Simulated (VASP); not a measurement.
An input for Ansatz (written as the equivalent of a VASP run, and not itself run):

Ansatz 0.2 input:
```yaml
crystal:
  lattice:
    - [3.8652040, 0.0000000, 0.0000000]
    - [0.0000000, 3.8652040, 0.0000000]
    - [0.0000000, 0.0000000, 3.8652040]
  atoms:
    - { symbol: Gd, position: [0.0000000, 0.0000000, 0.0000000], spin: 7 }
    - { symbol: Bi, position: [0.5000000, 0.5000000, 0.5000000] }
kpoints:
  mp_grid: { grid: [7, 7, 7] }
hamiltonian:
  xc: pbe
  pseudopotentials: { kind: paw }
magnetization: { spin_polarized: true }
scf:
  occupations: { method: gaussian, width: 0.05 }
  max_iter: 100
output: { forces: true, stress: true, eigenvalues: true }
```

### Question
Translate this input to VASP (INCAR, KPOINTS, POSCAR, choice of POTCAR).

### Answer
One answer among several that fit: 
### INCAR
```
SYSTEM = GdBi
PREC = Accurate
ENCUT = 300
EDIFF = 1E-6
NELM = 100
ALGO = Normal
LREAL = .FALSE.
LASPH = .TRUE.
ISMEAR = 0
SIGMA = 0.05
GGA = PE
LMAXMIX = 6
LWAVE = .FALSE.
LCHARG = .FALSE.
ISIF = 2
ISPIN = 2
MAGMOM = 7.0 0.0
LORBIT = 11
```

**KPOINTS**
```
Automatic mesh
0
Gamma
7 7 7
0 0 0
```

POSCAR:
```
GdBi
1.0
  3.8652040000   0.0000000000   0.0000000000
  0.0000000000   3.8652040000   0.0000000000
  0.0000000000   0.0000000000   3.8652040000
Gd Bi
1 1
Cart
  0.0000000000   0.0000000000   0.0000000000
  1.9326020000   1.9326020000   1.9326020000
```

POTCAR, in this order: Gd Bi_d (PBE.64 set). Program: vasp_std.

Limits of the translation: each code has its own PAW files, so the cut-off isn't converted (ENCUT is set for VASP's; basis.ecutwfc is left out, and Ansatz then takes the one that its files recommend); Ansatz stops its SCF on the density residual and VASP on the energy change (EDIFF).

The structure was generated: GdBi was put into an ordered model structure, which need not be its known phase. The cell was not relaxed at this level, and its volume differs by -5.9 % from the start's.
